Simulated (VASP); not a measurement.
Computed with r2SCAN+rVV10, VASP's PBE PAW potentials (set 64) (plane waves; VASP 6.6.1).

The input files of a VASP run:

KPOINTS:
```
Automatic mesh
0
Gamma
9 9 9
0 0 0
```

**POSCAR**
```
AuAl2
1.0
  0.0000000000   2.9645906193   2.9645906193
  2.9645906193   0.0000000000   2.9645906193
  2.9645906193   2.9645906193   0.0000000000
Al Au
2 1
Cartesian
  1.4822953097   1.4822953097   1.4822953097
  4.4468859289   4.4468859289   4.4468859289
  0.0000000000   0.0000000000   0.0000000000
```

**INCAR**
```
! general
SYSTEM    =  AuAl2
PREC      =  Accurate
ENCUT     =  520
LREAL     =  .FALSE.
LASPH     =  .TRUE.

! electronic loop
EDIFF     =  1E-7
NELM      =  100
ALGO      =  Normal
LMAXMIX   =  6
LMIXTAU   =  .TRUE.

! smearing
ISMEAR    =  1
SIGMA     =  0.1

! functional
METAGGA   =  R2SCAN
LUSE_VDW  =  .TRUE.
BPARAM    =  11.95
CPARAM    =  0.0093

! ions
ISIF      =  2

! output
LWAVE     =  .FALSE.
LCHARG    =  .FALSE.
```

POTCAR, in this order: Al Au (PBE.64 set). Program: vasp_std.

Output of the run:

**OSZICAR**
```
       N       E                     dE             d eps       ncg     rms          rms(c)
DAV:   1     0.134990398808E+02    0.13499E+02   -0.74327E+03   848   0.122E+03
DAV:   2    -0.682419298417E+02   -0.81741E+02   -0.74780E+02   952   0.219E+02
DAV:   3    -0.704858331127E+02   -0.22439E+01   -0.22265E+01  1068   0.365E+01
DAV:   4    -0.705026705419E+02   -0.16837E-01   -0.16830E-01  1012   0.376E+00
DAV:   5    -0.705029720266E+02   -0.30148E-03   -0.30148E-03  1048   0.523E-01    0.108E+01
DAV:   6    -0.651303286824E+02    0.53726E+01   -0.92690E+00   980   0.365E+01    0.558E+00
DAV:   7    -0.650497743398E+02    0.80554E-01   -0.63744E-01   920   0.896E+00    0.245E+00
DAV:   8    -0.651077930105E+02   -0.58019E-01   -0.12255E-01   888   0.264E+00    0.590E-01
DAV:   9    -0.650916766335E+02    0.16116E-01   -0.46326E-02   860   0.181E+00    0.193E-01
DAV:  10    -0.651170211489E+02   -0.25345E-01   -0.14512E-02   860   0.110E+00    0.136E-01
DAV:  11    -0.651166439750E+02    0.37717E-03   -0.75777E-04   996   0.309E-01    0.587E-02
DAV:  12    -0.651170900965E+02   -0.44612E-03   -0.70352E-04   880   0.311E-01    0.110E-02
DAV:  13    -0.651170920792E+02   -0.19827E-05   -0.16222E-04   872   0.163E-01    0.951E-03
DAV:  14    -0.651170867978E+02    0.52814E-05   -0.22889E-06  1064   0.182E-02    0.675E-03
DAV:  15    -0.651170865472E+02    0.25056E-06   -0.81510E-07   940   0.853E-03    0.972E-04
DAV:  16    -0.651170856451E+02    0.90207E-06   -0.17457E-07   772   0.455E-03    0.674E-04
DAV:  17    -0.651170855359E+02    0.10927E-06   -0.67250E-08   532   0.330E-03    0.296E-04
DAV:  18    -0.651170853867E+02    0.14918E-06   -0.24141E-08   436   0.180E-03    0.854E-05
DAV:  19    -0.651170854439E+02   -0.57256E-07   -0.23976E-09   432   0.512E-04
   1 F= -.65117085E+02 E0= -.65117231E+02  d E =0.437537E-03
```

OUTCAR:
```
------------------------ aborting loop because EDIFF is reached ----------------------------------------
  FORCE on cell =-STRESS in cart. coord.  units (eV):
  Direction    XX          YY          ZZ          XY          YZ          ZX
  --------------------------------------------------------------------------------------
  Total        1.3894789      1.3894789      1.3894789      0.0000000      0.0000000      0.0000000
  in kB       42.7206993     42.7206993     42.7206993      0.0000000      0.0000000      0.0000000
  external PRESSURE =      42.7206993 kB  Pullay stress =       0.0000000 kB
  volume of cell :       52.11
      direct lattice vectors                 reciprocal lattice vectors
     0.000000000  2.964590619  2.964590619    -0.168657351  0.168657351  0.168657351
     2.964590619  0.000000000  2.964590619     0.168657351 -0.168657351  0.168657351
     2.964590619  2.964590619  0.000000000     0.168657351  0.168657351 -0.168657351
 POSITION                                       TOTAL-FORCE (eV/Angst)
 -----------------------------------------------------------------------------------
      1.48230      1.48230      1.48230         0.000000      0.000000      0.000000
      4.44689      4.44689      4.44689        -0.000000     -0.000000     -0.000000
      0.00000      0.00000      0.00000         0.000000     -0.000000     -0.000000
 -----------------------------------------------------------------------------------
    total drift:                                0.000000     -0.000000      0.000000
  FREE ENERGIE OF THE ION-ELECTRON SYSTEM (eV)
  ---------------------------------------------------
  free  energy   TOTEN  =       -65.1170854439 eV

  energy  without entropy=      -65.1175229810  energy(sigma->0) =      -65.11723129
```
(Selected blocks of OUTCAR.)

The compound is AuAl2 in the fluorite structure. This cell is one point of a volume scan, at 0.97 of the reference volume. The electron count is odd and the run is not spin-polarised, which forces a metal.
